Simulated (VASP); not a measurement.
# LiBe16 in VASP: notebook

One slab, LiBe16, is run at these levels: PBE; tasks: relaxation of the atoms, single point.

Everything below comes from runs of VASP 6.6.1. Logs are shortened: lines on timing, memory, paths and dates and some standing lists are left out, and cuts for length are marked.

## 1. The structure

The cell holds a slab with vacuum, 17 atoms: a = 4.580 Å, b = 4.580 Å, c = 18.383 Å, α = 90.00°, β = 90.00°, γ = 60.00°.

The cell was built by a generator and needn't be a form met in nature.

## 2. Relaxation of the atoms, PBE

The input, INCAR:

```
PREC = Accurate
ENCUT = 520
EDIFF = 1E-6
ISMEAR = 0
SIGMA = 0.1
LREAL = Auto
LASPH = T
NELM = 100
ALGO = Fast
ISIF = 2
LWAVE = F
LCHARG = F
GGA = PE
IBRION = 2
NSW = 80
EDIFFG = -0.03
```

The input, KPOINTS:

```
regular mesh
0
Gamma
  5 5 1
```

The input, POSCAR:

```
LiBe16
1.0
    4.5800000000      0.0000000000      0.0000000000
    2.2900000000      3.9663960000      0.0000000000
    0.0000000000      0.0000000000     18.3826450000
Be Li
16 1
Selective dynamics
Direct
   -0.1666667000      0.3333333000      0.0543991000  F F F
    0.3333333000      0.3333333000      0.0543991000  F F F
   -0.1666667000      0.8333333000      0.0543991000  F F F
    0.3333333000      0.8333333000      0.0543991000  F F F
    0.0000000000      0.0000000000      0.1520029000  T T T
    0.5000000000      0.0000000000      0.1520029000  T T T
    0.0000000000      0.5000000000      0.1520029000  T T T
    0.5000000000      0.5000000000      0.1520029000  T T T
   -0.1666667000      0.3333333000      0.2496066000  T T T
    0.3333333000      0.3333333000      0.2496066000  T T T
   -0.1666667000      0.8333333000      0.2496066000  T T T
    0.3333333000      0.8333333000      0.2496066000  T T T
    0.0000000000      0.0000000000      0.3472104000  T T T
    0.5000000000      0.0000000000      0.3472104000  T T T
    0.0000000000      0.5000000000      0.3472104000  T T T
    0.5000000000      0.5000000000      0.3472104000  T T T
    0.1802372000      0.6668342000      0.4511127000  T T T
```

Potentials or basis: VASP PAW PBE potentials, release 64 (Be, Li_sv).

Launch:

```bash
> cat potpaw_PBE.64/Be/POTCAR potpaw_PBE.64/Li_sv/POTCAR > POTCAR
> mpirun -np 1 vasp_std > vasp.out
```

OUTCAR:

```text
PREC = Accurate
   ENCUT = 520
   EDIFF = 1E-6
   ISMEAR = 0
   LREAL = Auto
   LASPH = T
   NELM = 100
   ISIF = 2
   GGA = PE
   IBRION = 2
   NSW = 80
   EDIFFG = -0.03

 ion  position               nearest neighbor table
   1  0.833  0.333  0.054-   5 2.23   8 2.23   7 2.23   3 2.29   3 2.29   4 2.29   4 2.29   2 2.29
                             2 2.29
   2  0.333  0.333  0.054-   6 2.23   7 2.23   8 2.23   4 2.29   3 2.29   4 2.29   3 2.29   1 2.29
                             1 2.29
   3  0.833  0.833  0.054-   7 2.23   6 2.23   5 2.23   1 2.29   1 2.29   2 2.29   2 2.29   4 2.29
                             4 2.29
   4  0.333  0.833  0.054-   8 2.23   5 2.23   6 2.23   2 2.29   1 2.29   2 2.29   1 2.29   3 2.29
                             3 2.29
   5  0.000  0.000  0.152-   9 2.23  12 2.23  11 2.23   1 2.23   4 2.23   3 2.23   7 2.29   7 2.29
                             8 2.29   8 2.29   6 2.29   6 2.29
   6  0.500  0.000  0.152-  10 2.23  11 2.23  12 2.23   2 2.23   3 2.23   4 2.23   8 2.29   7 2.29
                             8 2.29   7 2.29   5 2.29   5 2.29
   7  0.000  0.500  0.152-  11 2.23  10 2.23   9 2.23   3 2.23   2 2.23   1 2.23   5 2.29   5 2.29
                             6 2.29   6 2.29   8 2.29   8 2.29
   8  0.500  0.500  0.152-  12 2.23   9 2.23  10 2.23   4 2.23   1 2.23   2 2.23   6 2.29   5 2.29
                             6 2.29   5 2.29   7 2.29   7 2.29
   9  0.833  0.333  0.250-   5 2.23   8 2.23   7 2.23  13 2.23  16 2.23  15 2.23  11 2.29  11 2.29
                            12 2.29  12 2.29  10 2.29  10 2.29
  10  0.333  0.333  0.250-   6 2.23   7 2.23   8 2.23  14 2.23  15 2.23  16 2.23  12 2.29  11 2.29
                            12 2.29  11 2.29   9 2.29   9 2.29
  11  0.833  0.833  0.250-   7 2.23   6 2.23   5 2.23  15 2.23  14 2.23  13 2.23   9 2.29   9 2.29
                            10 2.29  10 2.29  12 2.29  12 2.29
  12  0.333  0.833  0.250-   8 2.23   5 2.23   6 2.23  16 2.23  13 2.23  14 2.23  10 2.29   9 2.29
                            10 2.29   9 2.29  11 2.29  11 2.29
  13  0.000  0.000  0.347-   9 2.23  12 2.23  11 2.23  15 2.29  15 2.29  16 2.29  16 2.29  14 2.29
                            14 2.29  17 2.32
  14  0.500  0.000  0.347-  10 2.23  11 2.23  12 2.23  16 2.29  15 2.29  16 2.29  15 2.29  13 2.29
                            13 2.29
  15  0.000  0.500  0.347-  11 2.23  10 2.23   9 2.23  13 2.29  13 2.29  14 2.29  14 2.29  16 2.29
                            16 2.29  17 2.35
  16  0.500  0.500  0.347-  12 2.23   9 2.23  10 2.23  14 2.29  13 2.29  14 2.29  13 2.29  15 2.29
                            15 2.29  17 2.29
  17  0.180  0.667  0.451-  16 2.29  13 2.32  15 2.35

  LATTYP: Found a hexagonal cell.
 ALAT       =     4.5799996975
 C/A-ratio  =     4.0136782127

  Lattice vectors:

 A1 = (  -2.2900000000,  -3.9663960000,   0.0000000000)
 A2 = (   4.5800000000,   0.0000000000,   0.0000000000)
 A3 = (   0.0000000000,   0.0000000000,  18.3826450000)

Analysis of symmetry for initial positions (statically):
=====================================================================
 Subroutine PRICEL returns:
 Original cell was already a primitive cell.

 Routine SETGRP: Setting up the symmetry group for a
 hexagonal supercell.

 Subroutine GETGRP returns: Found  1 space group operations
 (whereof  1 operations were pure point group operations)
 out of a pool of 24 trial point group operations.

The static configuration has the point symmetry C_1 .

Analysis of symmetry for dynamics (positions and initial velocities):
=====================================================================
 Subroutine PRICEL returns:
 Original cell was already a primitive cell.

 Routine SETGRP: Setting up the symmetry group for a
 hexagonal supercell.

 Subroutine GETGRP returns: Found  1 space group operations
 (whereof  1 operations were pure point group operations)
 out of a pool of 24 trial point group operations.

The dynamic configuration has the point symmetry C_1 .

Analysis of constrained symmetry for selective dynamics:
=====================================================================
 Subroutine PRICEL returns:
 Original cell was already a primitive cell.

 Routine SETGRP: Setting up the symmetry group for a
 hexagonal supercell.

 Subroutine GETGRP returns: Found  1 space group operations
 (whereof  1 operations were pure point group operations)
 out of a pool of 24 trial point group operations.

The constrained configuration has the point symmetry C_1 .

 Subroutine INISYM returns: Found  1 space group operations
 (whereof  1 operations are pure point group operations),
 and found     1 'primitive' translations

----------------------------------------------------------------------------------------

                                     Primitive cell

  volume of cell :     333.9409

  direct lattice vectors                    reciprocal lattice vectors
     4.580000000  0.000000000  0.000000000     0.218340611 -0.126059022  0.000000000
     2.290000000  3.966396000  0.000000000     0.000000000  0.252118044  0.000000000
     0.000000000  0.000000000 18.382645000     0.000000000  0.000000000  0.054399136

  length of vectors
     4.580000000  4.579999697 18.382645000     0.252118027  0.252118044  0.054399136

  position of ions in fractional coordinates (direct lattice)
     0.833333300  0.333333300  0.054399100
     0.333333300  0.333333300  0.054399100
     0.833333300  0.833333300  0.054399100
     0.333333300  0.833333300  0.054399100
     0.000000000  0.000000000  0.152002900
     0.500000000  0.000000000  0.152002900
[... 9 lines left out ...]
     0.500000000  0.500000000  0.347210400
     0.180237200  0.666834200  0.451112700

  ion indices of the primitive-cell ions
   primitive index   ion index
                 1           1
                 2           2
                 3           3
                 4           4
                 5           5
                 6           6
[... 9 lines left out ...]
                16          16
                17          17

----------------------------------------------------------------------------------------

 KPOINTS: regular mesh

Automatic generation of k-mesh.
 Grid dimensions read from file:
 generate k-points for:    5    5    1

 Generating k-lattice:

  Cartesian coordinates                     Fractional coordinates (reciprocal lattice)
     0.043668122 -0.025211804  0.000000000     0.200000000  0.000000000  0.000000000
     0.000000000  0.050423609  0.000000000     0.000000000  0.200000000  0.000000000
     0.000000000  0.000000000  0.054399136     0.000000000  0.000000000  1.000000000

  Length of vectors
     0.050423605  0.050423609  0.054399136

  Shift w.r.t. Gamma in fractional coordinates (k-lattice)
     0.000000000  0.000000000  0.000000000

 Subroutine IBZKPT returns following result:
 ===========================================

 Found     13 irreducible k-points:

 Following reciprocal coordinates:
            Coordinates               Weight
  0.000000  0.000000  0.000000      1.000000
  0.200000  0.000000  0.000000      2.000000
  0.200000  0.200000  0.000000      2.000000
  0.000000  0.200000  0.000000      2.000000
  0.400000  0.000000  0.000000      2.000000
  0.400000  0.400000  0.000000      2.000000
  0.000000  0.400000  0.000000      2.000000
  0.400000  0.200000  0.000000      2.000000
  0.200000  0.400000  0.000000      2.000000
 -0.200000  0.200000  0.000000      2.000000
 -0.400000  0.200000  0.000000      2.000000
  0.400000 -0.400000  0.000000      2.000000
 -0.200000  0.400000  0.000000      2.000000
   k-points           NKPTS =     13   k-points in BZ     NKDIM =     13   number of bands    NBANDS=     26
   number of dos      NEDOS =    301   number of ions     NIONS =     17
   total plane-waves  NPLWV = 181440
   dimension x,y,z NGX =    36 NGY =   36 NGZ =  140
   dimension x,y,z NGXF=    72 NGYF=   72 NGZF=  280
   ions per type =              16   1
   NGX,Y,Z   is equivalent  to a cutoff of  13.07, 13.07, 12.66 a.u.
   NGXF,Y,Z  is equivalent  to a cutoff of  26.13, 26.13, 25.32 a.u.
 SYSTEM =  unknown system
   PREC   = accura    normal or accurate (medium, high low for compatibility)
   ISTART =      0    job   : 0-new  1-cont  2-samecut
   ICHARG =      2    charge: 1-file 2-atom 10-const
   ISPIN  =      1    spin polarized calculation?
   LNONCOLLINEAR =      F non collinear calculations
   LSORBIT =      F    spin-orbit coupling
   LASPH  =      T    aspherical Exc in radial PAW
   ENCUT  =  520.0 eV  38.22 Ry    6.18 a.u.   8.52  8.52 34.18*2*pi/ulx,y,z
   NELM   =    100;   NELMIN=  2; NELMDL= -5     # of ELM steps
   EDIFF  = 0.1E-05   stopping-criterion for ELM
   LREAL  =      T    real-space projection
   EDIFFG = -.3E-01   stopping-criterion for IOM
   NSW    =     80    number of steps for IOM
   IBRION =      2    ionic relax: 0-MD 1-quasi-New 2-CG
   NFREE  =      1    steps in history (QN), initial steepest desc. (CG)
   ISIF   =      2    stress and relaxation
   ISYM   =      2    0-nonsym 1-usesym 2-fastsym
   POTIM  = 0.5000    time-step for ionic-motion
   TEBEG  =    0.0;   TEEND  =   0.0 temperature during run
   PSTRESS=    0.0 pullay stress
   NELECT =      35.0000    total number of electrons
   NUPDOWN=      -1.0000    fix difference up-down
   EMIN   =  10.00;   EMAX   =-10.00  energy-range for DOS
   EFERMI =   0.00;   METHOD = LEGACY
   ISMEAR =     0;   SIGMA  =   0.10  broadening in eV -4-tet -1-fermi 0-gaus
   EFERMI_NEDOS =   21; number of points for ismear=-14 and -15
   IALGO  =     68    algorithm
   IMIX   =      4    mixing-type and parameters
     AMIX     =   0.40;   BMIX     =  1.00
     AMIX_MAG =   1.60;   BMIX_MAG =  1.00
  volume/ion in A,a.u.               =      19.64       132.56
  Fermi-wavevector in a.u.,A,eV,Ry     =   0.771864  1.458612  8.106006  0.595775
  Thomas-Fermi vector in A             =   1.873374
   LORBIT       =      0    0 simple, 1 ext, 2 COOP (PROOUT), +10 PAW based schemes
   GGA     = PE    functional components
   LHFCALC =     F    Hartree Fock is set to
   AEXX    =    0.0000 exact exchange contribution
   IVDW    =     0    specifies the selected vdW correction
   LEPSILON=     F    determine dielectric tensor
   LRPA    =     F    only Hartree local field effects (RPA)
 conjugate gradient relaxation of ions
 non-spin polarized calculation
 RMM-DIIS sequential band-by-band and
 Gauss-broadening in eV      SIGMA  =   0.10
  energy-cutoff  :      520.00
  volume of cell :      333.94
 maximum number of plane-waves:      9041
 NGX is ok and might be reduce to    36
   NGX = 17   NGY = 17   NGZ = 69

--------------------------------------- Ionic step        1  -------------------------------------------

 number of electron      34.9999998 magnetization

 Free energy of the ion-electron system (eV)
  ---------------------------------------------------
  ext. energy  EPLUGINS =         0.00000000
  ---------------------------------------------------
  free energy    TOTEN  =       -58.64879348 eV

  energy without entropy =      -58.62047822  energy(sigma->0) =      -58.63463585

------------------------ aborting loop because EDIFF is reached ----------------------------------------

  FORCE on cell =-STRESS in cart. coord.  units (eV):
  Direction    XX          YY          ZZ          XY          YZ          ZX
  --------------------------------------------------------------------------------------
  -------------------------------------------------------------------------------------
  Total      -10.6834584    -10.6773993      5.2102550     -0.0446881      0.0035501     -0.0462030
  in kB      -51.2569661    -51.2278959     24.9976976     -0.2144039      0.0170325     -0.2216724
  external PRESSURE =     -25.8290548 kB  Pullay stress =       0.0000000 kB
[... 134 lines left out ...]
  FREE ENERGIE OF THE ION-ELECTRON SYSTEM (eV)
  ---------------------------------------------------
  free  energy   TOTEN  =       -58.7130970398 eV

  energy  without entropy=      -58.6866009391  energy(sigma->0) =      -58.69984899

[... ionic steps 4 to 9 ...]

--------------------------------------- Ionic step       10  -------------------------------------------

 number of electron      35.0000000 magnetization

------------------------ aborting loop because EDIFF is reached ----------------------------------------
[... 97 lines left out ...]
--------------------------------------- Ionic step       12  -------------------------------------------

 number of electron      35.0000002 magnetization

 Free energy of the ion-electron system (eV)
  ---------------------------------------------------
  ext. energy  EPLUGINS =         0.00000000
  ---------------------------------------------------
  free energy    TOTEN  =       -58.77958447 eV

  energy without entropy =      -58.76001529  energy(sigma->0) =      -58.76979988

 E-fermi :   0.7291     XC(G=0):  -5.6175

 val. band max:        0.6790983106   @ k =   0.4000  -0.4000   0.0000
 cond. band min:       0.7996851919   @ k =   0.4000   0.4000   0.0000
 fundamental gap:      0.1205868814
 Fermi energy:         0.7290981517

 k-point     1 :       0.0000    0.0000    0.0000
  band No.  band energies     occupation
      1     -46.9174      2.00000
      2      -9.4230      2.00000
      3      -8.0301      2.00000
      4      -6.0462      2.00000
      5      -3.2618      2.00000
      6      -3.1838      2.00000
[... 410 lines left out ...]
  FREE ENERGIE OF THE ION-ELECTRON SYSTEM (eV)
  ---------------------------------------------------
  free  energy   TOTEN  =       -58.7795844667 eV

  energy  without entropy=      -58.7600152928  energy(sigma->0) =      -58.76979988

 reached required accuracy - stopping structural energy minimisation
```

It took 24 min on 1 thread of Intel Xeon Platinum 8488C (Sapphire Rapids), shared host; peak memory 0.49 GiB.

Results:

```
Free energy               : -58.7796 eV
Energy gained by relaxing : 7.7 meV/atom
Ionic steps               : 12
Band gap on the k mesh    : none (metal or under the smearing width)
```

The path:
| step | energy change (eV) | largest force (eV/Å) | pressure (GPa) |
| --- | --- | --- | --- |
| 1 | 0.0000 | 0.6563 | -2.58 |
| 2 | -0.0378 | 0.4964 | -2.66 |
| 3 | -0.0643 | 0.2492 | -2.77 |
| 4 | -0.0769 | 0.2201 | -2.85 |
| 5 | -0.0857 | 0.2253 | -2.99 |
| 6 | -0.0960 | 0.2167 | -3.08 |
| 7 | -0.1079 | 0.1941 | -3.31 |
| 8 | -0.1153 | 0.1562 | -3.39 |
| 9 | -0.1252 | 0.1575 | -3.61 |
| 10 | -0.1297 | 0.0807 | -3.64 |
| 11 | -0.1304 | 0.0331 | -3.66 |
| 12 | -0.1308 | 0.0282 | -3.67 |

Final structure:
```
Be Li
1.0
     4.58000    0.00000    0.00000
     2.29000    3.96640    0.00000
     0.00000    0.00000   18.38265
Be Li
16 1
Direct
  0.83333 0.33333 0.05440
  0.33333 0.33333 0.05440
  0.83333 0.83333 0.05440
  0.33333 0.83333 0.05440
  0.00027 0.99942 0.15556
  0.50013 0.00000 0.15634
  0.00031 0.50032 0.15562
  0.49948 0.50025 0.15551
  0.83369 0.33333 0.25584
  0.33371 0.33246 0.25561
  0.83243 0.83376 0.25572
  0.33372 0.83378 0.25550
  0.99934 0.00159 0.35343
  0.49996 0.00000 0.36204
  0.99951 0.49939 0.35390
  0.50204 0.49905 0.35295
  0.17879 0.66676 0.46295
```

Caveat: the cutoff is under 1.25 times the usual one of these potentials, so pressure, stress and relaxed cells hold a basis-set (Pulay) error.

[end of part 1 of 2]
